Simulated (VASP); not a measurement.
Data:

```
Tb
1.0
    1.78002    -3.08309     0.00000
    1.78002     3.08309     0.00000
    0.00000     0.00000     5.56512
Tb
2
Direct
  0.33333   0.66667   0.25000
  0.66667   0.33333   0.75000
```

All values below come from PBEsol GGA, VASP's PBE PAW potentials (set 64) (plane waves; VASP). Numerical set-up: 480 eV cut-off, 12×12×6 Γ-centred mesh, first-order Methfessel-Paxton smearing of 0.10 eV, potentials Tb_3.

The 4f electrons are frozen in the core of the lanthanide potential, so 4f levels, which can set the real gap, and their magnetism are missing.

Each row applies one change to this cell, which was relaxed at other settings and keeps the small stress of the first row; at a fixed cut-off the stress holds a Pulay part, so it need not integrate to ΔE exactly. Stress is in GPa, positive when the cell is compressed.

```csv
change,ΔE (meV/atom),σxx,σyy,σzz,"largest shear component, with its sign (GPa)",largest force (eV/Å)
none,0.0,0.06,0.06,-0.18,0.00,0.000
biaxial strain of +4.0 % in the yz plane,[?],[?],[?],[?],[?],[?]
atom 2 (Tb) moved by 0.025 Å along x,0.2,0.05,0.05,-0.16,-0.07,0.024
atom 2 (Tb) moved by -0.100 Å along z,7.5,-0.06,-0.06,0.22,0.00,0.314
atom 1 (Tb) moved by 0.025 Å along z,0.4,0.05,0.05,-0.15,0.00,0.069
atom 1 (Tb) moved by 0.150 Å along x,[?],[?],[?],[?],[?],[?]
uniaxial strain of +3.0 % along z,7.5,-0.84,-0.84,-2.28,0.00,0.000
atom 1 (Tb) moved by -0.050 Å along x,0.7,0.03,0.02,-0.13,-0.15,0.048
atom 2 (Tb) moved by -0.075 Å along y,1.3,0.21,-0.22,-0.08,0.00,0.064
```

Task: Some entries are withheld; supply them.

Result: 
- atom 1 (Tb) moved by 0.150 Å along x, ΔE (meV/atom): 5.6
- atom 1 (Tb) moved by 0.150 Å along x, σxx: -0.20
- atom 1 (Tb) moved by 0.150 Å along x, σyy: -0.21
- atom 1 (Tb) moved by 0.150 Å along x, σzz: 0.15
- atom 1 (Tb) moved by 0.150 Å along x, largest shear component, with its sign (GPa): 0.48
- atom 1 (Tb) moved by 0.150 Å along x, largest force (eV/Å): 0.152
- biaxial strain of +4.0 % in the yz plane, ΔE (meV/atom): 31.4
- biaxial strain of +4.0 % in the yz plane, σxx: -1.56
- biaxial strain of +4.0 % in the yz plane, σyy: -3.65
- biaxial strain of +4.0 % in the yz plane, σzz: -3.79
- biaxial strain of +4.0 % in the yz plane, largest shear component, with its sign (GPa): 0.00
- biaxial strain of +4.0 % in the yz plane, largest force (eV/Å): 0.023

Failed runs are left out, and for metals the shear rows, which the mesh's noise covers.

The compound is Tb in the hcp structure.
